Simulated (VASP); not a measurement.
Output of a VASP run:

File OUTCAR:
```
 ion  position               nearest neighbor table
   1  0.000  0.000  0.000-
  LATTYP: Found a body centered cubic cell.
 ALAT       =     4.4104077960
 Subroutine PRICEL returns:
 Original cell was already a primitive cell.
 Subroutine GETGRP returns: Found 48 space group operations
The static configuration has the point symmetry O_h .
The dynamic configuration has the point symmetry O_h .
 Subroutine INISYM returns: Found 48 space group operations
 Subroutine IBZKPT returns following result:
 Found     72 irreducible k-points:

 Following reciprocal coordinates:
            Coordinates               Weight
  0.000000  0.000000  0.000000      1.000000
  0.083333  0.000000  0.000000     12.000000
  0.166667  0.000000  0.000000     12.000000
  0.250000  0.000000  0.000000     12.000000
  0.333333  0.000000  0.000000     12.000000
  0.416667  0.000000  0.000000     12.000000
  0.500000  0.000000  0.000000      6.000000
  0.083333  0.083333  0.000000     24.000000
  0.166667  0.083333  0.000000     48.000000
  0.250000  0.083333  0.000000     48.000000
  0.333333  0.083333  0.000000     48.000000
  0.416667  0.083333  0.000000     48.000000
  0.166667  0.166667  0.000000     24.000000
  0.250000  0.166667  0.000000     48.000000
  0.333333  0.166667  0.000000     48.000000
  0.416667  0.166667  0.000000     24.000000
  0.250000  0.250000  0.000000     24.000000
  0.333333  0.250000  0.000000     48.000000
  0.333333  0.333333  0.000000      8.000000
  0.083333  0.083333  0.083333      8.000000
  0.166667  0.083333  0.083333     24.000000
  0.250000  0.083333  0.083333     24.000000
  0.333333  0.083333  0.083333     24.000000
  0.416667  0.083333  0.083333     12.000000
 -0.083333  0.083333  0.083333      6.000000
  0.166667  0.166667  0.083333     24.000000
  0.250000  0.166667  0.083333     48.000000
  0.333333  0.166667  0.083333     48.000000
 -0.166667  0.166667  0.083333     24.000000
  0.250000  0.250000  0.083333     24.000000
  0.333333  0.250000  0.083333     24.000000
 -0.250000  0.250000  0.083333     24.000000
 -0.166667  0.250000  0.083333     24.000000
 -0.333333  0.333333  0.083333     24.000000
 -0.250000  0.333333  0.083333     48.000000
 -0.416667  0.416667  0.083333     24.000000
 -0.333333  0.416667  0.083333     48.000000
 -0.250000  0.416667  0.083333     24.000000
  0.500000  0.500000  0.083333     12.000000
 -0.416667  0.500000  0.083333     48.000000
   k-points           NKPTS =     72   k-points in BZ     NKDIM =     72   number of bands    NBANDS=      8
   number of dos      NEDOS =    301   number of ions     NIONS =      1
   total plane-waves  NPLWV =  21952
   dimension x,y,z NGX =    28 NGY =   28 NGZ =   28
   dimension x,y,z NGXF=    56 NGYF=   56 NGZF=   56
   ions per type =               1
   PREC   = accura    normal or accurate (medium, high low for compatibility)
   ISTART =      0    job   : 0-new  1-cont  2-samecut
   ICHARG =      2    charge: 1-file 2-atom 10-const
   ISPIN  =      1    spin polarized calculation?
   LNONCOLLINEAR =      F non collinear calculations
   LSORBIT =      F    spin-orbit coupling
   INIWAV =      1    electr: 0-lowe 1-rand  2-diag
   ENCUT  =  520.0 eV  38.22 Ry    6.18 a.u.   7.10  7.10  7.10*2*pi/ulx,y,z
   NELM   =    100;   NELMIN=  2; NELMDL= -5     # of ELM steps
   EDIFF  = 0.1E-06   stopping-criterion for ELM
   LREAL  =      F    real-space projection
   NLSPLINE    = F    spline interpolate recip. space projectors
   LMAXMIX     =    6 max onsite mixed and CHGCAR
   VOSKOWN=      0    Vosko Wilk Nusair interpolation
   EDIFFG = 0.1E-05   stopping-criterion for IOM
   NSW    =      0    number of steps for IOM
   NBLOCK =      1;   KBLOCK =      1    inner block; outer block
   IBRION =     -1    ionic relax: 0-MD 1-quasi-New 2-CG
   NFREE  =      0    steps in history (QN), initial steepest desc. (CG)
...
```

### OSZICAR
```
       N       E                     dE             d eps       ncg     rms          rms(c)
DAV:   1     0.106761374492E+02    0.10676E+02   -0.38874E+03  1184   0.825E+02
DAV:   2    -0.159335785982E+01   -0.12269E+02   -0.12130E+02  1632   0.111E+02
DAV:   3    -0.183737075969E+01   -0.24401E+00   -0.23251E+00  1664   0.113E+01
DAV:   4    -0.183854362025E+01   -0.11729E-02   -0.11693E-02  1704   0.107E+00
DAV:   5    -0.183855650729E+01   -0.12887E-04   -0.12883E-04  1736   0.875E-02    0.703E+00
DAV:   6    -0.185226342093E+01   -0.13707E-01   -0.15737E-03  1768   0.452E-01    0.419E+00
DAV:   7    -0.186025825936E+01   -0.79948E-02   -0.37682E-03  1736   0.656E-01    0.600E-02
DAV:   8    -0.186028710810E+01   -0.28849E-04   -0.12080E-04  1856   0.936E-02    0.182E-02
DAV:   9    -0.186029348830E+01   -0.63802E-05   -0.87814E-06  1896   0.253E-02    0.626E-03
DAV:  10    -0.186029331069E+01    0.17762E-06   -0.15501E-06  1712   0.983E-03    0.124E-03
DAV:  11    -0.186029339844E+01   -0.87754E-07   -0.30072E-08   976   0.161E-03
   1 F= -.18602934E+01 E0= -.18600888E+01  d E =-.613752E-03
```

OUTCAR:
```
------------------------ aborting loop because EDIFF is reached ----------------------------------------
  FORCE on cell =-STRESS in cart. coord.  units (eV):
  Direction    XX          YY          ZZ          XY          YZ          ZX
  --------------------------------------------------------------------------------------
  Total        0.0941116      0.0941116      0.0941116      0.0000000      0.0000000     -0.0000000
  in kB        3.5151809      3.5151809      3.5151809      0.0000000      0.0000000     -0.0000000
  external PRESSURE =       3.5151809 kB  Pullay stress =       0.0000000 kB
  volume of cell :       42.89
      direct lattice vectors                 reciprocal lattice vectors
    -2.205203898  2.205203898  2.205203898     0.000000000  0.226736403  0.226736403
     2.205203898 -2.205203898  2.205203898     0.226736403  0.000000000  0.226736403
     2.205203898  2.205203898 -2.205203898     0.226736403  0.226736403  0.000000000
 POSITION                                       TOTAL-FORCE (eV/Angst)
 -----------------------------------------------------------------------------------
      0.00000      0.00000      0.00000        -0.000000     -0.000000      0.000000
 -----------------------------------------------------------------------------------
    total drift:                               -0.000000     -0.000000     -0.000000
  FREE ENERGIE OF THE ION-ELECTRON SYSTEM (eV)
  ---------------------------------------------------
  free  energy   TOTEN  =        -1.8602933984 eV

  energy  without entropy=       -1.8596796468  energy(sigma->0) =       -1.86008881
```
(Selected blocks of OUTCAR.)

### POSCAR
```
Eu
1
   -2.2052038980     2.2052038980     2.2052038980
    2.2052038980    -2.2052038980     2.2052038980
    2.2052038980     2.2052038980    -2.2052038980
Eu
1
Direct
  0.0000000000   0.0000000000   0.0000000000
```

**Question.** Reconstruct the remaining input files.

**Answer.** Several could match; the one computed here: the input of the run itself, PBE GGA, plane waves, VASP's PBE PAW potentials (set 64).

### KPOINTS
```
Automatic mesh
0
Gamma
12 12 12
0 0 0
```

INCAR:
```
ALGO = Normal
EDIFF = 1E-7
ENCUT = 520
GGA = PE
ISIF = 2
ISMEAR = 1
LASPH = .True.
LCHARG = .False.
LMAXMIX = 6
LREAL = .False.
LWAVE = .False.
NELM = 100
PREC = Accurate
SIGMA = 0.1
SYSTEM = Eu
```

POTCAR, in this order: Eu_2 (PBE.64 set). Program: vasp_std.

The 4f electrons are frozen in the core of the lanthanide potential, so 4f levels, which can set the real gap, and their magnetism are missing.

The compound is Eu in the bcc structure. This cell is one point of a volume scan, at 0.97 of the reference volume.
